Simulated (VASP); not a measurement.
Here is the system:

```yaml
crystal:
  lattice:
    - [4.97230, 0.00000, 0.00000]
    - [0.00000, 4.97230, 0.00000]
    - [0.00000, 0.00000, 19.25780]
  atoms:
    - { symbol: Ni, position: [0.25055, 0.25055, 0.36550], spin: 0.8 }
    - { symbol: Ni, position: [0.74945, 0.25055, 0.36550], spin: 0.8 }
    - { symbol: Ni, position: [0.25055, 0.74945, 0.36550], spin: 0.8 }
    - { symbol: Ni, position: [0.74945, 0.74945, 0.36550], spin: 0.8 }
    - { symbol: Ni, position: [0.00000, 0.00000, 0.45371], spin: 0.8 }
    - { symbol: Ni, position: [0.50000, 0.00000, 0.45366], spin: 0.8 }
    - { symbol: Ni, position: [0.00000, 0.50000, 0.45366], spin: 0.8 }
    - { symbol: Ni, position: [0.50000, 0.50000, 0.45421], spin: 0.8 }
    - { symbol: Ni, position: [0.24768, 0.24768, 0.54640], spin: 0.8 }
    - { symbol: Ni, position: [0.75232, 0.24768, 0.54640], spin: 0.8 }
    - { symbol: Ni, position: [0.24768, 0.75232, 0.54640], spin: 0.8 }
    - { symbol: Ni, position: [0.75232, 0.75232, 0.54640], spin: 0.8 }
    - { symbol: Ni, position: [0.00000, 0.00000, 0.64109], spin: 0.8 }
    - { symbol: Ni, position: [0.50000, 0.00000, 0.63421], spin: 0.8 }
    - { symbol: Ni, position: [0.00000, 0.50000, 0.63421], spin: 0.8 }
    - { symbol: Ni, position: [0.50000, 0.50000, 0.63236], spin: 0.8 }
    - { symbol: O, position: [0.00000, 0.00000, 0.73346] }
    - { symbol: H, position: [0.00000, 0.00000, 0.78362] }
```

Level of theory: PBE GGA, VASP's PBE PAW potentials (set 64) (plane waves; VASP). Numerical set-up: PREC = Normal, 400 eV cut-off, 5×5×1 Γ-centred mesh, first-order Methfessel-Paxton smearing of 0.10 eV, potentials Ni O H.

The moments were started parallel, and other spin orders were not tried in this run.

Q: What does the run give for the cell moment, energy per atom (σ→0), band gap (on the k-mesh) with the smallest direct gap where there is one?

A: 
```
Quantity                                                    Result
------------------------  ----------------------------------------
band gap (on the k-mesh)  none (metal, semimetal or under 0.01 eV)
cell moment                                               11.92 μB
energy per atom (σ→0)                               -5.046 eV/atom
```

Q: Give the moment on each site (PAW-sphere projection).

A: 
```tsv
site	moment (μB)
Ni1	0.77
Ni2	0.77
Ni3	0.77
Ni4	0.77
Ni5	0.70
Ni6	0.72
Ni7	0.72
Ni8	0.73
Ni9	0.73
Ni10	0.73
Ni11	0.73
Ni12	0.73
Ni13	0.85
Ni14	0.77
Ni15	0.77
Ni16	0.75
O17	0.13
H18	0.01
```

Only differences to runs with the same potentials and settings are physical.

The cell is a thin slab with vacuum, built from Ni (fcc): (100) face, OH adsorbed.
